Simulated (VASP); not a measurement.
Ta2SiN2, 5 atoms in the cell. It takes space group Fmm2 (No. 42, orthorhombic). The conventional cell has a = 4.767 Å, b = 10.771 Å, c = 4.767 Å, α = 90.00°, β = 90.00°, γ = 90.00°. Around Ta (site symmetry m) lie 4 N at 1.98 Å. Around Si (site symmetry mm2) lie 8 Ta at 2.89 to 2.92 Å and 8 N at 3.17 to 3.18 Å. N (site symmetry 2) is surrounded by 4 Ta at 1.98 Å. The cell was built by a generator and needn't be a form met in nature.

```yaml
Program: VASP 6.6.1
Task: relaxation of cell and atoms
Functional: PBE
Potentials_or_basis: VASP PAW PBE potentials, release 64 (Ta_pv, Si, N)
Cutoff: 520 eV
k_mesh: 4 × 4 × 4
Occupations: gaussian, width 0.15 eV
Spin: no spin polarisation
Further_INCAR_settings: PREC = Normal; ALGO = Fast; EDIFF = 0.0001; IBRION = 2; EDIFFG = -0.08; NSW = 24; ISIF = 3
```

Potentials or basis: VASP PAW PBE potentials, release 64 (Ta_pv, Si, N).

Run with:

```sh
$ cat potpaw_PBE.64/Ta_pv/POTCAR potpaw_PBE.64/Si/POTCAR potpaw_PBE.64/N/POTCAR > POTCAR
$ mpirun -np 1 vasp_std > vasp.out
```

Hardware: 1 thread of Intel(R) Xeon(R) Platinum 8259CL CPU @ 2.50GHz (Skylake/Cascade Lake) (shared host).

Problem. Estimate the wall time of this run.

Solution. Wall time 74 s on 1 thread of Intel(R) Xeon(R) Platinum 8259CL CPU @ 2.50GHz (Skylake/Cascade Lake), on a shared host, peak memory 0.18 GiB. Counts: scf iterations 53, k points 18, ion steps 7.
